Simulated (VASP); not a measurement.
# Bi2Pd (Urvantsevite) under strain, part 3 of 4

Aim: follow the pressure of Bi2Pd (Urvantsevite) through compression, expansion and shear. All runs use r2SCAN. Left out of this account: 1 further run (fields: a reference on another mesh). The start is a cell from a database of measured crystal structures.

VASP 6.6.1; r2SCAN; plane waves and PAW (Bi_d, Pd).

Still holding for the runs below: Spin-orbit coupling is off here; with elements this heavy it splits and shifts levels by tenths of an eV or more.

So far, pressure (GPa): step 2 (bands, cell as listed) 1.25; step 3 (cell volume +4.0 %) -1.99; step 4 (cell volume +8.0 %) -4.57.

### 5. Bands, sheared, principal strains -1.7, -0.3, +2.0 %

The cell is sheared at fixed volume, which lowers its symmetry.

INCAR

```
SYSTEM = Bi2Pd
PREC = Accurate
ENCUT = 400
EDIFF = 1E-06
NELM = 100
ISMEAR = -1
SIGMA = 0.05
LREAL = .FALSE.
ALGO = Normal
METAGGA = R2SCAN
LASPH = .TRUE.
NBANDS = 33
LORBIT = 11
LWAVE = .FALSE.
LCHARG = .FALSE.
KPAR = 4
```

POSCAR

```
Bi2Pd
1.0
    0.0423960000     -3.3757450000      0.0335170000
   -3.3869080000      0.0423960000     -0.0042180000
    1.7065090000     -1.6443540000     -6.4003160000
Bi Pd
2 1
Direct
    0.3630000000      0.6370000000      0.2740000000
    0.6370000000      0.3630000000      0.7260000000
    0.0000000000      0.0000000000      0.0000000000
```

KPOINTS

```
Automatic mesh
0
Gamma
9 9 9
0 0 0
```

KPOINTS_OPT

```
Line mode
16
Line-mode
Reciprocal
 -0.50000000   0.00000000   0.00000000 X
  0.00000000   0.00000000   0.00000000 GAMMA

  0.00000000   0.00000000   0.00000000 GAMMA
  0.00000000   0.50000000  -0.50000000 Y

 -0.50000000   0.50000000  -0.50000000 L
  0.00000000   0.00000000   0.00000000 GAMMA

  0.00000000   0.00000000   0.00000000 GAMMA
  0.00000000  -0.50000000   0.00000000 Z

 -0.50000000  -0.50000000   0.00000000 N
  0.00000000   0.00000000   0.00000000 GAMMA

  0.00000000   0.00000000   0.00000000 GAMMA
  0.00000000   0.00000000  -0.50000000 M

 -0.50000000   0.00000000  -0.50000000 R
  0.00000000   0.00000000   0.00000000 GAMMA
```

Potentials, in the order of the species: Bi_d and Pd (PBE family, release 64).

On the command line:

```sh
$ mpirun -np 4 vasp_std
```

What it wrote:

```text
[... set-up lines as in an earlier step ...]
 entering main loop
       N       E                     dE             d eps       ncg     rms          rms(c)
DAV:   1     0.269428223515E+03    0.26943E+03   -0.17285E+04 24364   0.129E+03
DAV:   2    -0.111834816821E+03   -0.38126E+03   -0.36646E+03 24435   0.389E+02
DAV:   3    -0.148977390691E+03   -0.37143E+02   -0.36696E+02 28400   0.130E+02
DAV:   4    -0.150330032892E+03   -0.13526E+01   -0.13510E+01 30004   0.258E+01
DAV:   5    -0.150395562661E+03   -0.65530E-01   -0.65524E-01 36250   0.509E+00    0.494E+00
DAV:   6    -0.140469584056E+03    0.99260E+01   -0.37020E+00 28447   0.198E+01    0.338E+00
DAV:   7    -0.140369573364E+03    0.10001E+00   -0.32740E-01 27462   0.368E+00    0.162E+00
DAV:   8    -0.140375390966E+03   -0.58176E-02   -0.35678E-02 29272   0.136E+00    0.721E-01
DAV:   9    -0.140376176860E+03   -0.78589E-03   -0.14345E-02 31124   0.913E-01    0.118E-01
DAV:  10    -0.140376580023E+03   -0.40316E-03   -0.12561E-03 32033   0.334E-01    0.502E-02
DAV:  11    -0.140376588137E+03   -0.81140E-05   -0.36293E-04 30813   0.138E-01    0.202E-02
DAV:  12    -0.140376590784E+03   -0.26469E-05   -0.53040E-05 29005   0.535E-02    0.665E-03
DAV:  13    -0.140376590475E+03    0.30884E-06   -0.75632E-06 27813   0.168E-02
   1 F= -.14037659E+03 E0= -.14037029E+03  d E =-.126067E-01
 Start KPOINTS_OPT (optional k-point list driver)
k-point batch [1-112\112]
       N       E                     dE             ncg
DAV:   1     0.391177814640E+05   -0.37487E+05     7528
DAV:   2    -0.377388305064E+04   -0.42892E+05     7512
DAV:   3    -0.806427215264E+04   -0.42904E+04     8793
DAV:   4    -0.821921828416E+04   -0.15495E+03     8818
DAV:   5    -0.822708689737E+04   -0.78686E+01    11199
DAV:   6    -0.822718561711E+04   -0.98720E-01     9509
DAV:   7    -0.822718891907E+04   -0.33020E-02    11255
DAV:   8    -0.822718895870E+04   -0.39635E-04     8669
DAV:   9    -0.822718896003E+04   -0.13331E-05     5979
DAV:  10    -0.822718896051E+04   -0.47771E-06     5441
```

The job ended after 17 min (4 MPI ranks of AMD EPYC 7R13 (Zen 3), shared host; peak memory 3.2 GiB).

Parts of OUTCAR (step 5):

```text
   k-points           NKPTS =    365   k-points in BZ     NKDIM =    365   number of bands    NBANDS=     33

   ENCUT  =  400.0 eV  29.40 Ry    5.42 a.u.   5.51  5.52 11.13*2*pi/ulx,y,z

   NELECT =      40.0000    total number of electrons

 E-fermi :   9.1126

 k-point     1 :       0.0000    0.0000    0.0000
  band No.  band energies     occupation
    ...
     14       5.0315      2.00000
     15       5.6993      2.00000
     16       5.8196      2.00000
     17       6.1814      2.00000
     18       6.3919      2.00000
     19      10.9710      0.00000
     20      11.4934      0.00000
     21      11.6490      0.00000
     22      12.2390      0.00000
     23      12.3105      0.00000
    ...

  Total        0.4855868      0.5048898      0.7158850      0.2071541      0.2368739      0.0057786
  in kB       10.6031989     11.0246975     15.6319563      4.5233862      5.1723431      0.1261807
  external PRESSURE =      12.4199509 kB  Pullay stress =       0.0000000 kB

 POSITION                                       TOTAL-FORCE (eV/Angst)
 -----------------------------------------------------------------------------------
     -1.67449     -1.64894     -1.74421        -0.004042     -0.032479      0.150370
      0.03648     -3.32876     -4.62681         0.004042      0.032479     -0.150370
      0.00000      0.00000      0.00000         0.000000     -0.000000      0.000000
 -----------------------------------------------------------------------------------
    total drift:                                0.000000     -0.000000     -0.000000

  FREE ENERGIE OF THE ION-ELECTRON SYSTEM (eV)
  ---------------------------------------------------
  free  energy   TOTEN  =      -140.3765904753 eV

  energy  without entropy=     -140.3639838111  energy(sigma->0) =     -140.37028714

[... 1 part as in an earlier step ...]

[... 14 further parts left out ...]
```

The path and its labels are those of the sheared lattice, so a letter need not mean the same point as in the unstrained cell.

Numbers from this step:

```
electronic steps        : 13
irreducible k points    : 365
symmetry operations     : 2
free energy (TOTEN)     : -140.3766 eV
energy at zero smearing : -140.3703 eV
Fermi energy            : 9.113 eV
pressure                : 1.242 GPa
```

Electronic bands along the path, in eV, zero at the Fermi level; # counts the bands kept, so #1 is VASP's band 13:

| point | #5 | #6 | #7 | #8 | #9 | #10 | #11 | #12 |
| --- | --- | --- | --- | --- | --- | --- | --- | --- |
| X | -3.28 | -2.97 | -2.43 | -1.93 | 1.10 | 4.48 | 4.80 | 5.09 |
| 0.53 of the way | -3.09 | -2.97 | -1.75 | -0.85 | 2.87 | 3.19 | 3.86 | 6.30 |
| Γ | -2.93 | -2.72 | 1.86 | 2.38 | 2.54 | 3.13 | 3.20 | 5.16 |
| 0.47 of the way | -3.09 | -2.97 | -1.79 | -0.94 | 2.84 | 3.20 | 4.01 | 6.48 |
| Y | -3.32 | -2.96 | -2.30 | -1.94 | 1.17 | 4.59 | 4.68 | 5.02 |
| jump to L | -3.28 | -3.00 | -2.15 | -0.93 | 0.37 | 1.05 | 1.22 | 2.09 |
| 0.47 of the way | -3.14 | -2.94 | -1.48 | -0.65 | -0.57 | -0.03 | 3.23 | 5.27 |
| Γ | -2.93 | -2.72 | 1.86 | 2.38 | 2.54 | 3.13 | 3.20 | 5.16 |
| 0.53 of the way | -3.13 | -3.00 | -2.19 | -1.35 | 2.81 | 3.39 | 4.17 | 5.98 |
| Z | -3.32 | -2.96 | -2.32 | -1.94 | 1.15 | 4.56 | 4.79 | 4.97 |
| jump to N | -3.51 | -3.04 | -2.15 | -1.10 | 0.58 | 0.94 | 1.14 | 2.37 |
| 0.53 of the way | -3.01 | -2.98 | -1.58 | -0.60 | -0.25 | 0.13 | 3.49 | 6.71 |
| Γ | -2.93 | -2.72 | 1.86 | 2.38 | 2.54 | 3.13 | 3.20 | 5.16 |
| 0.47 of the way | -2.92 | -2.72 | 0.25 | 1.75 | 1.92 | 4.00 | 4.06 | 6.27 |
| M | -2.76 | -2.72 | -1.70 | 1.36 | 1.54 | 4.78 | 4.84 | 6.37 |
| jump to R | -3.36 | -2.97 | -2.16 | -1.92 | 1.26 | 4.57 | 4.59 | 4.88 |
| 0.47 of the way | -3.13 | -2.98 | -2.21 | -1.36 | 2.79 | 3.26 | 4.20 | 6.14 |
| Γ | -2.93 | -2.72 | 1.86 | 2.38 | 2.54 | 3.13 | 3.20 | 5.16 |

Of the projections kept (Bi, Pd), the largest for each band there; the rest of the weight can lie on other orbitals:

```
point       #5       #6       #7       #8       #9      #10      #11      #12
    X  Pd 0.88  Pd 0.99  Bi 0.80  Pd 0.94  Pd 0.52  Bi 1.00  Bi 0.79  Bi 0.66
    Γ  Pd 0.94  Pd 1.00  Bi 0.85  Bi 0.82  Bi 0.83  Bi 0.82  Bi 0.83  Pd 0.51
    Y  Pd 0.89  Pd 0.99  Bi 0.80  Pd 0.95  Bi 0.50  Bi 1.00  Bi 0.71  Bi 0.73
    L  Bi 0.77  Pd 0.98  Pd 1.00  Pd 0.67  Pd 0.55  Pd 0.58  Bi 0.92  Pd 0.81
    Γ  Pd 0.94  Pd 1.00  Bi 0.85  Bi 0.82  Bi 0.83  Bi 0.82  Bi 0.83  Pd 0.51
    Z  Pd 0.88  Pd 0.99  Bi 0.80  Pd 0.95  Bi 0.50  Bi 1.00  Bi 0.69  Bi 0.75
```

Force by atom:

| atom | x (eV/Å) | y (eV/Å) | z (eV/Å) | size |
| --- | --- | --- | --- | --- |
| Bi1 | -0.004 | -0.032 | 0.150 | 0.154 |
| Bi2 | 0.004 | 0.032 | -0.150 | 0.154 |
| Pd3 | 0.000 | 0.000 | 0.000 | 0.000 |

 The pressure is 1.24 GPa, and the symmetry operations fall from 16 to 2.

### 6. Bands, volume times 0.96

The cell is compressed evenly, with fractional positions held.

INCAR is that of step 5.

POSCAR

```
Bi2Pd
1.0
    0.0000000000     -3.3165619976      0.0000000000
   -3.3165619976      0.0000000000      0.0000000000
    1.6582809988     -1.6582809988     -6.4037662722
Bi Pd
2 1
Direct
    0.3630000000      0.6370000000      0.2740000000
    0.6370000000      0.3630000000      0.7260000000
    0.0000000000      0.0000000000      0.0000000000
```

KPOINTS is that of step 5.

KPOINTS_OPT

```
Line mode
16
Line-mode
Reciprocal
  0.00000000   0.00000000   0.00000000 GAMMA
  0.50000000  -0.50000000   0.50000000 X

  0.50000000  -0.50000000   0.50000000 X
  0.53352859  -0.46647141   0.50000000 Y

  0.53352859  -0.46647141   0.50000000 Y
  0.53352859   0.00000000   0.26676430 S

  0.53352859   0.00000000   0.26676430 S
  0.00000000   0.00000000   0.00000000 GAMMA

  0.00000000   0.00000000   0.00000000 GAMMA
  0.00000000   0.00000000  -0.50000000 Z

  0.00000000   0.00000000  -0.50000000 Z
  0.46647141   0.00000000  -0.26676430 S1

  0.46647141   0.00000000  -0.26676430 S1
  0.50000000   0.00000000   0.00000000 N

  0.50000000   0.00000000   0.00000000 N
  0.50000000  -0.50000000   0.25000000 P

  0.50000000  -0.50000000   0.25000000 P
  0.46647141  -0.46647141  -0.03352859 Y1

  0.46647141  -0.46647141  -0.03352859 Y1
  0.00000000   0.00000000  -0.50000000 Z

  0.50000000  -0.50000000   0.50000000 X
  0.50000000  -0.50000000   0.25000000 P
```

On the command line:

```sh
$ mpirun -np 4 vasp_std
```

What it wrote:

```text
[... set-up lines as in an earlier step ...]
 entering main loop
       N       E                     dE             d eps       ncg     rms          rms(c)
DAV:   1     0.272312991171E+03    0.27231E+03   -0.17242E+04  4975   0.130E+03
DAV:   2    -0.111136651934E+03   -0.38345E+03   -0.36811E+03  5038   0.394E+02
DAV:   3    -0.148838612838E+03   -0.37702E+02   -0.37242E+02  5893   0.131E+02
DAV:   4    -0.150204549125E+03   -0.13659E+01   -0.13643E+01  6140   0.260E+01
DAV:   5    -0.150270892948E+03   -0.66344E-01   -0.66337E-01  7402   0.514E+00    0.556E+00
DAV:   6    -0.140416869708E+03    0.98540E+01   -0.36989E+00  5896   0.199E+01    0.363E+00
DAV:   7    -0.140313401147E+03    0.10347E+00   -0.36043E-01  5578   0.387E+00    0.179E+00
DAV:   8    -0.140319080988E+03   -0.56798E-02   -0.36897E-02  6020   0.138E+00    0.757E-01
DAV:   9    -0.140318770915E+03    0.31007E-03   -0.15333E-02  6361   0.916E-01    0.113E-01
DAV:  10    -0.140319162415E+03   -0.39150E-03   -0.12729E-03  6646   0.338E-01    0.481E-02
DAV:  11    -0.140319182324E+03   -0.19909E-04   -0.35048E-04  6221   0.136E-01    0.213E-02
DAV:  12    -0.140319184514E+03   -0.21903E-05   -0.54245E-05  5969   0.537E-02    0.566E-03
DAV:  13    -0.140319184336E+03    0.17803E-06   -0.62004E-06  5743   0.150E-02
   1 F= -.14031918E+03 E0= -.14031299E+03  d E =-.123825E-01
 Start KPOINTS_OPT (optional k-point list driver)
k-point batch [1-75\176]
       N       E                     dE             ncg
DAV:   1     0.175215592952E+05   -0.50177E+05     4999
DAV:   2    -0.113360701611E+05   -0.28858E+05     5102
DAV:   3    -0.141728860983E+05   -0.28368E+04     5852
DAV:   4    -0.142750919527E+05   -0.10221E+03     5998
DAV:   5    -0.142793260327E+05   -0.42341E+01     7219
DAV:   6    -0.142793895449E+05   -0.63512E-01     6459
DAV:   7    -0.142793913845E+05   -0.18396E-02     7324
DAV:   8    -0.142793914099E+05   -0.25360E-04     5835
DAV:   9    -0.142793914107E+05   -0.80749E-06     3899
[...]
k-point batch [151-176\176]
       N       E                     dE             ncg
DAV:   1     0.713803020826E+05   -0.24052E+05     1740
DAV:   2     0.613792226327E+05   -0.10001E+05     1804
DAV:   3     0.603968775253E+05   -0.98235E+03     2009
DAV:   4     0.603619188855E+05   -0.34959E+02     2093
DAV:   5     0.603605762349E+05   -0.13427E+01     2534
DAV:   6     0.603605533010E+05   -0.22934E-01     2264
DAV:   7     0.603605527797E+05   -0.52129E-03     2577
DAV:   8     0.603605527713E+05   -0.83778E-05     2015
DAV:   9     0.603605527710E+05   -0.27999E-06     1470
```

It took 7.7 min on 4 MPI ranks; peak memory 1 GiB.

Parts of OUTCAR (step 6):

```text
   ENCUT  =  400.0 eV  29.40 Ry    5.42 a.u.   5.41  5.41 11.12*2*pi/ulx,y,z

   NELECT =      40.0000    total number of electrons

 E-fermi :   9.7169

 k-point     1 :       0.0000    0.0000    0.0000
  band No.  band energies     occupation
    ...
     14       5.3601      2.00000
     15       6.1914      2.00000
     16       6.1914      2.00000
     17       6.5606      2.00000
     18       6.8726      2.00000
     19      11.4795      0.00000
     20      12.3620      0.00000
     21      12.3620      0.00000
     22      13.1110      0.00000
     23      13.1110      0.00000
    ...

  Total        2.4272622      2.4272622      2.2025684      0.0000000      0.0000000      0.0000000
  in kB       55.2097216     55.2097216     50.0989105      0.0000000      0.0000000      0.0000000
  external PRESSURE =      53.5061179 kB  Pullay stress =       0.0000000 kB

 POSITION                                       TOTAL-FORCE (eV/Angst)
 -----------------------------------------------------------------------------------
     -1.65828     -1.65828     -1.75463         0.000000     -0.000000     -0.068413
      0.00000     -3.31656     -4.64913        -0.000000      0.000000      0.068413
      0.00000      0.00000      0.00000         0.000000      0.000000      0.000000
 -----------------------------------------------------------------------------------
    total drift:                                0.000000     -0.000000     -0.000000

  FREE ENERGIE OF THE ION-ELECTRON SYSTEM (eV)
  ---------------------------------------------------
  free  energy   TOTEN  =      -140.3191843362 eV

  energy  without entropy=     -140.3068018194  energy(sigma->0) =     -140.31299308

[... 3 parts as in an earlier step ...]

[... 13 further parts left out ...]
```

Numbers from this step:

| Property | Result |
| --- | --- |
| irreducible k points | 75 |
| symmetry operations | 16 |
| free energy (TOTEN) | -140.3192 eV |
| energy at zero smearing | -140.3130 eV |
| Fermi energy | 9.717 eV |
| pressure | 5.351 GPa |

The electronic bands at the labelled points (eV, zero at the Fermi level; # counts the bands kept, so #1 is VASP's band 13):

| point | #5 | #6 | #7 | #8 | #9 | #10 | #11 | #12 |
| --- | --- | --- | --- | --- | --- | --- | --- | --- |
| Γ | -3.16 | -2.84 | 1.76 | 2.65 | 2.65 | 3.39 | 3.39 | 5.49 |
| 0.47 of the way | -3.16 | -3.15 | -1.48 | -0.39 | -0.23 | 0.21 | 3.50 | 6.82 |
| X | -3.59 | -3.21 | -2.22 | -1.10 | 0.42 | 1.11 | 1.18 | 2.34 |
| 0.47 of the way | -3.63 | -3.17 | -2.22 | -1.13 | 0.42 | 1.13 | 1.22 | 2.36 |
| Y | -3.73 | -3.09 | -2.23 | -1.24 | 0.44 | 1.19 | 1.35 | 2.40 |
| 0.53 of the way | -3.56 | -2.35 | -2.32 | -1.46 | 1.04 | 1.08 | 2.46 | 3.56 |
| S | -3.15 | -3.13 | -3.00 | -1.67 | 1.45 | 3.21 | 5.06 | 5.08 |
| 0.47 of the way | -3.29 | -3.28 | -2.49 | -1.74 | 3.53 | 4.00 | 4.27 | 6.62 |
| Γ | -3.16 | -2.84 | 1.76 | 2.65 | 2.65 | 3.39 | 3.39 | 5.49 |
| 0.47 of the way | -3.15 | -2.84 | 0.14 | 2.01 | 2.01 | 4.29 | 4.29 | 6.67 |
| Z | -3.05 | -2.84 | -1.79 | 1.61 | 1.61 | 5.10 | 5.10 | 6.70 |
| 0.47 of the way | -3.22 | -2.96 | -1.60 | -0.33 | 0.73 | 2.67 | 4.88 | 5.24 |
| S1 | -3.15 | -3.13 | -3.00 | -1.67 | 1.45 | 3.21 | 5.06 | 5.08 |
| 0.47 of the way | -3.42 | -3.12 | -2.73 | -1.82 | 1.35 | 3.89 | 4.98 | 5.21 |
| N | -3.54 | -3.12 | -2.47 | -2.00 | 1.18 | 4.86 | 4.94 | 5.27 |
| 0.53 of the way | -3.39 | -2.31 | -2.12 | -1.46 | 0.31 | 0.84 | 2.01 | 3.52 |
| P | -4.07 | -3.23 | -2.22 | -0.38 | -0.38 | 1.11 | 1.17 | 2.64 |
| 0.47 of the way | -3.77 | -3.20 | -2.22 | -0.89 | 0.13 | 1.13 | 1.20 | 2.50 |
| Y1 | -3.73 | -3.09 | -2.23 | -1.24 | 0.44 | 1.19 | 1.35 | 2.40 |
| 0.47 of the way | -3.59 | -3.14 | -1.49 | -0.80 | 0.15 | 1.00 | 1.72 | 4.82 |
| Z | -3.05 | -2.84 | -1.79 | 1.61 | 1.61 | 5.10 | 5.10 | 6.70 |
| jump to X | -3.59 | -3.21 | -2.22 | -1.10 | 0.42 | 1.11 | 1.18 | 2.34 |
| 0.53 of the way | -3.76 | -3.22 | -2.22 | -0.86 | 0.13 | 1.11 | 1.18 | 2.49 |
| P | -4.07 | -3.23 | -2.22 | -0.38 | -0.38 | 1.11 | 1.17 | 2.64 |

Of the projections kept (Bi, Pd), the largest for each band there; the rest of the weight can lie on other orbitals:

```
point       #5       #6       #7       #8       #9      #10      #11      #12
    Γ  Pd 0.93  Pd 1.00  Bi 0.84  Bi 0.82  Bi 0.82  Bi 0.83  Bi 0.83  Bi 0.50
    X  Bi 0.77  Pd 0.98  Pd 1.00  Pd 0.67  Pd 0.54  Pd 0.60  Bi 0.93  Pd 0.77
    Y  Bi 0.57  Pd 0.88  Pd 0.99  Pd 0.64  Pd 0.53  Pd 0.57  Bi 0.89  Pd 0.79
    S  Pd 0.72  Pd 0.99  Pd 0.56  Pd 0.80  Bi 0.64  Pd 0.64  Bi 1.00  Bi 0.87
    Γ  Pd 0.93  Pd 1.00  Bi 0.84  Bi 0.82  Bi 0.82  Bi 0.83  Bi 0.83  Bi 0.50
    Z  Bi 0.87  Pd 1.00  Pd 0.66  Bi 0.86  Bi 0.86  Bi 0.84  Bi 0.84  Bi 0.61
```

Force by atom:

```csv
atom,x (eV/Å),y (eV/Å),z (eV/Å),size
Bi1,0.0000,0.0000,-0.0684,0.0684
Bi2,0.0000,0.0000,0.0684,0.0684
Pd3,0.0000,0.0000,0.0000,0.0000
```

 The pressure is 5.35 GPa.

Between step 2 and this run (cell volume -4.0 %) the value for the pressure moves from 1.25 GPa to 5.35 GPa (+329 %).

(Continued in part 4 of 4.)

[Lines on the potential files, build, host, timing and source positions are cut from VASP's logs without a mark.]

[Logs are printed without paths, hosts, clocks, repeated set-up lines and the standing remarks that a program may print on its own settings, such as how far it seeks lower states.]

[Hosts, paths, dates, database ids (printed as entryN), source tags and the programs' standing remarks are cut or masked in the printed files.]

[A measured line is paired with the nearest computed mode of its activity, which favours agreement.]
